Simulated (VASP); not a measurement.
ZnCdTe₂ (space group R3m): the band gap from VASP (plane waves, PAW) at several levels of theory. Gaps are without spin-orbit coupling. Each level names its cell: its own relaxed one, PBE's, or the starting one. A gap is the smallest over the k-mesh and a band path; hybrids may have named points in place of the path, and GW has the mesh alone.

```csv
level,band gap (eV)
LDA (own cell),0.74
PBEsol (own cell),0.72
```

The cell of the LDA (own cell) run:

```yaml
crystal:
  lattice:
    - [2.19166, 1.26535, 7.18835]
    - [-2.19166, 1.26535, 7.18835]
    - [0.00000, -2.53071, 7.18835]
  atoms:
    - { symbol: Zn, position: [0.50089, 0.50089, 0.50089] }
    - { symbol: Cd, position: [0.99839, 0.99839, 0.99839] }
    - { symbol: Te, position: [0.87019, 0.87019, 0.87019] }
    - { symbol: Te, position: [0.38052, 0.38052, 0.38052] }
```

Only levels that ran to the end are used. Left out are those held back, those with too coarse a band path, GW runs whose mesh misses a band edge, hybrids' fits of cells that aren't cubic and levels without matching references; a question may draw on a part of the rest.

The structure comes from a computed database's ZnCdTe2 entry (R3m); how it stands against other phases isn't given here.
